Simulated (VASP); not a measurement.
CsSnI₃ (cubic perovskite), at 1.04 of the tabulated volume:

```yaml
crystal:
  lattice:
    - [6.30185, 0.00000, 0.00000]
    - [0.00000, 6.30185, 0.00000]
    - [0.00000, 0.00000, 6.30185]
  atoms:
    - { symbol: Cs, position: [0.00000, 0.00000, 0.00000] }
    - { symbol: Sn, position: [0.50000, 0.50000, 0.50000] }
    - { symbol: I, position: [0.50000, 0.00000, 0.50000] }
    - { symbol: I, position: [0.00000, 0.50000, 0.50000] }
    - { symbol: I, position: [0.50000, 0.50000, 0.00000] }
```

The lowest empty band near R, direction [111], from mBJ (TB09) with spin-orbit coupling in VASP (PAW); its two spin partners are averaged. The gap over the points computed is 0.48 eV, and the next band on that side lies 0.45 eV away at the edge.

Settings: 400 eV cut-off, 4×4×4 Γ-centred mesh, Gaussian smearing of 0.050 eV, potentials Cs_sv Sn_d I.

```tsv
distance from the edge in k (1/Å)	distance in energy (meV)
0.012	5.8
0.018	12.8
0.025	23.9
0.035	44.4
0.050	82.5
```

Q: Fit E(1 + αE) = ħ²k²/2m* (ħ²/2m0 = 3.810 eV Å²) and predict the row at 0.070 1/Å.

A: Least squares on the energies gives the electron mass m* = 0.093 m0 and α = 2.91 per eV, and so 141.9 meV. The run gave 142.3 meV, +0.4 meV from the fit.

Left out are points under 3 meV from the edge, since the levels carry 0.1 meV, and points farther than half the way to the next band.

The compound is CsSnI3 in the cubic perovskite structure, the ideal cubic form; the compound distorts at low or room temperature. The cell was not relaxed at this level.
